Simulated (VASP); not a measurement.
Data:

```
Pt
1.0
    0.00000     1.96492     1.96492
    1.96492     0.00000     1.96492
    1.96492     1.96492     0.00000
Pt
1
Direct
  0.00000   0.00000   0.00000
```

The numbers are results of PBE GGA with D4 dispersion, VASP's PBE PAW potentials (set 64) (plane waves; VASP 6.6.1), not measurements. Settings: 520 eV cut-off, Gaussian smearing of 0.050 eV, potentials Pt.

Unless said otherwise, spin-orbit coupling is left out, though it shifts the bands of the heavy elements here.

Question: What does the run give for the band gap (along the path) with the smallest direct gap where there is one?

Answer: 
```yaml
band gap (along the path): none (metal, semimetal or under 0.01 eV)
```

The compound is Pt in the fcc structure. It was relaxed first.
